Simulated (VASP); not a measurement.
A convergence study with VASP on Cu (fcc): one setting is varied, all else stays as given below, so the limit is that of these other settings.

```xyz
1
Lattice="0.0000 1.8050 1.8050 1.8050 0.0000 1.8050 1.8050 1.8050 0.0000" Properties=species:S:1:pos:R:3 pbc="T T T"
Cu     0.0000     0.0000     0.0000
```

All values below come from PBE GGA, VASP's PBE PAW potentials (set 64) (plane waves; VASP 6.6.1). The tightest run used: 550 eV cut-off, 27×27×27 Γ-centred mesh, first-order Methfessel-Paxton smearing of 0.10 eV, potentials Cu.

| setting | E (eV/atom) | pressure (GPa) | irreducible k-points |
|---|---|---|---|
| 1×1×1 mesh | -13.5896 | -88.59 | 1 |
| 3×3×3 mesh | -4.0590 | -1.04 | 4 |
| 4×4×4 mesh | -3.5575 | 4.67 | 8 |
| 5×5×5 mesh | -3.8252 | 2.29 | 10 |
| 6×6×6 mesh | -3.6607 | 4.16 | 16 |
| 7×7×7 mesh | -3.7660 | 2.83 | 20 |
| 8×8×8 mesh | -3.6931 | 3.87 | 29 |
| 10×10×10 mesh | -3.7108 | 3.26 | 47 |

Question: These are the cheaper rows. Estimate the results at 27×27×27 mesh, and how far the last row shown lies from them.

Answer: 
```csv
quantity,tightest run,last row shown is off by
E (eV/atom),-3.7247,0.0139
pressure (GPa),3.00,0.26
```

Left out are rungs that failed or repeat a setting and relaxations that didn't move; long series are thinned to 24 rows.

The compound is Cu in the fcc structure. The cell was not relaxed at this level.
